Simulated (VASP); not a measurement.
Here is the system:

```yaml
crystal:
  lattice:
    - [0.00000, 1.91154, 1.91154]
    - [1.91154, 0.00000, 1.91154]
    - [1.91154, 1.91154, 0.00000]
  atoms:
    - { symbol: Rh, position: [0.00000, 0.00000, 0.00000] }
```

These are PBE GGA with spin-orbit coupling, VASP's PBE PAW potentials (set 64) (plane waves; VASP) values and carry that method's errors. Settings: 400 eV cut-off, 15×15×15 Γ-centred mesh, Gaussian smearing of 0.050 eV, potentials Rh_pv.

Give the energies of bands 7 to 18 at the high-symmetry points, in eV from the Fermi level.

```json
[
 {"band": "7", "Γ": "-7.87", "X": "-6.20", "U": "-5.41", "L": "-6.02", "W": "-4.93"},
 {"band": "8", "Γ": "-7.87", "X": "-6.20", "U": "-5.41", "L": "-6.02", "W": "-4.93"},
 {"band": "9", "Γ": "-3.13", "X": "-5.84", "U": "-4.68", "L": "-3.25", "W": "-3.78"},
 {"band": "10", "Γ": "-3.13", "X": "-5.84", "U": "-4.68", "L": "-3.25", "W": "-3.78"},
 {"band": "11", "Γ": "-3.13", "X": "0.46", "U": "-2.05", "L": "-2.97", "W": "-3.72"},
 {"band": "12", "Γ": "-3.13", "X": "0.46", "U": "-2.05", "L": "-2.97", "W": "-3.72"},
 {"band": "13", "Γ": "-2.88", "X": "0.82", "U": "-0.70", "L": "0.44", "W": "-1.19"},
 {"band": "14", "Γ": "-2.88", "X": "0.82", "U": "-0.70", "L": "0.44", "W": "-1.19"},
 {"band": "15", "Γ": "-0.98", "X": "1.07", "U": "0.34", "L": "0.61", "W": "0.93"},
 {"band": "16", "Γ": "-0.98", "X": "1.07", "U": "0.34", "L": "0.61", "W": "0.93"},
 {"band": "17", "Γ": "-0.98", "X": "3.21", "U": "7.72", "L": "0.73", "W": "9.30"},
 {"band": "18", "Γ": "-0.98", "X": "3.21", "U": "7.72", "L": "0.73", "W": "9.30"}
]
```

It has no gap at this level: it comes out as a metal or semimetal.

The compound is Rh in the fcc structure. It was relaxed first.
